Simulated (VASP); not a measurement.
Output of a VASP run:

OSZICAR:
```
       N       E                     dE             d eps       ncg     rms          rms(c)
DAV:   1     0.897710805075E+00    0.89771E+00   -0.53249E+03   160   0.100E+03
DAV:   2    -0.186940561767E+02   -0.19592E+02   -0.19592E+02   248   0.119E+02
DAV:   3    -0.188238176784E+02   -0.12976E+00   -0.12976E+00   176   0.128E+01
DAV:   4    -0.188239951440E+02   -0.17747E-03   -0.17747E-03   240   0.511E-01
DAV:   5    -0.188239951555E+02   -0.11442E-07   -0.11442E-07   176   0.380E-03    0.556E+00
DAV:   6    -0.183453853911E+02    0.47861E+00   -0.36666E-01   168   0.484E+00    0.334E+00
DAV:   7    -0.181843566909E+02    0.16103E+00   -0.40491E-01   200   0.519E+00    0.767E-01
DAV:   8    -0.181856263843E+02   -0.12697E-02   -0.18330E-03   176   0.502E-01    0.462E-02
DAV:   9    -0.181856440302E+02   -0.17646E-04   -0.12843E-04   232   0.101E-01    0.275E-02
DAV:  10    -0.181856579680E+02   -0.13938E-04   -0.14480E-05   168   0.447E-02    0.578E-03
DAV:  11    -0.181856578303E+02    0.13768E-06   -0.42419E-08   128   0.228E-03
   1 F= -.18185658E+02 E0= -.18185658E+02  d E =-.197840E-15
```

**OUTCAR**
```
------------------------ aborting loop because EDIFF is reached ----------------------------------------
  FORCE on cell =-STRESS in cart. coord.  units (eV):
  Direction    XX          YY          ZZ          XY          YZ          ZX
  --------------------------------------------------------------------------------------
  Total        0.1655430      0.1655430      0.1655430      0.0000000      0.0000000     -0.0000000
  in kB       23.3761045     23.3761045     23.3761045      0.0000000      0.0000000     -0.0000000
  external PRESSURE =      23.3761045 kB  Pullay stress =       0.0000000 kB
  volume of cell :       11.35
      direct lattice vectors                 reciprocal lattice vectors
     0.000000000  1.783500000  1.783500000    -0.280347631  0.280347631  0.280347631
     1.783500000  0.000000000  1.783500000     0.280347631 -0.280347631  0.280347631
     1.783500000  1.783500000  0.000000000     0.280347631  0.280347631 -0.280347631
 POSITION                                       TOTAL-FORCE (eV/Angst)
 -----------------------------------------------------------------------------------
      0.00000      0.00000      0.00000        -0.000000     -0.000000     -0.000000
      0.89175      0.89175      0.89175         0.000000      0.000000      0.000000
 -----------------------------------------------------------------------------------
    total drift:                               -0.000000     -0.000000      0.000000
  FREE ENERGIE OF THE ION-ELECTRON SYSTEM (eV)
  ---------------------------------------------------
  free  energy   TOTEN  =       -18.1856578303 eV

  energy  without entropy=      -18.1856578303  energy(sigma->0) =      -18.18565783
```
(Selected blocks of OUTCAR.)

POSCAR:
```
C
1
    0.0000000000     1.7835000000     1.7835000000
    1.7835000000     0.0000000000     1.7835000000
    1.7835000000     1.7835000000     0.0000000000
C
2
Direct
  0.0000000000   0.0000000000   0.0000000000
  0.2500000000   0.2500000000   0.2500000000
```

Q: Reconstruct the remaining input files.

A: One answer among several that fit: the input of the run itself, PBE GGA, plane waves, VASP's PBE PAW potentials (set 64).

File KPOINTS:
```
Automatic
0
M
  4 4 4
0 0 0
```

### INCAR
```
SYSTEM = C
PREC = Accurate
ENCUT = 520
EDIFF = 1E-6
NELM = 100
ALGO = Normal
LREAL = .FALSE.
LASPH = .TRUE.
ISMEAR = 0
SIGMA = 0.05
GGA = PE
LWAVE = .FALSE.
LCHARG = .FALSE.
ISIF = 2
```

POTCAR, in this order: C (PBE.64 set). Program: vasp_std.

The compound is C in the diamond structure. The cell was not relaxed at this level. The k-mesh is coarse (spacing up to 0.76 per Å, 2π included), so the numbers may not be converged in it. The run is one of a series of settings (KPOINTS 4×4×4 Monkhorst-Pack mesh against the base run), some of them coarse on purpose.
